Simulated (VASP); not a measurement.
A run of VASP 6.6.1:

File INCAR:

```
SYSTEM = H
ALGO = Fast
EDIFF = 1E-7
ENCUT = 400
GGA = PE
IBRION = 5
ISIF = 2
ISMEAR = 0
ISYM = 0
IVDW = 12
LASPH = .TRUE.
LCHARG = .FALSE.
LREAL = .FALSE.
LWAVE = .FALSE.
NELM = 60
NFREE = 2
NSW = 1
POTIM = 0.015
PREC = Accurate
SIGMA = 0.01
```

The input KPOINTS:

```
k-points
0
G
  1 1 1
  0 0 0
```

Contents of POSCAR:

```
H                                       
1.0
   11.1715072411      0.0000000000      0.0000000000
    0.0000000000     11.6715072411      0.0000000000
    0.0000000000      0.0000000000     12.1715072411
  H             
     2
Selective dynamics
Direct
0.5029840055999983  0.4878045314999966  0.5275852130999965  T T T
0.4972158830805482  0.5196554777098372  0.4742661171400267  T T T
```

Potentials or basis: VASP PAW PBE potentials, release 64 (H).

Command:

```console
$ cat potpaw_PBE.64/H/POTCAR > POTCAR
$ mpirun -np 4 vasp_gam > vasp.out
```

Hardware: 4 MPI ranks on AMD EPYC 9R45 (Zen 5), with other jobs on the host.

Question: How long does it take, and how much memory?

Answer: It took 89 s on 4 MPI ranks on AMD EPYC 9R45 (Zen 5), with other jobs on the host, peak memory 0.33 GiB a rank. Counts: scf iterations 167, k points 1.
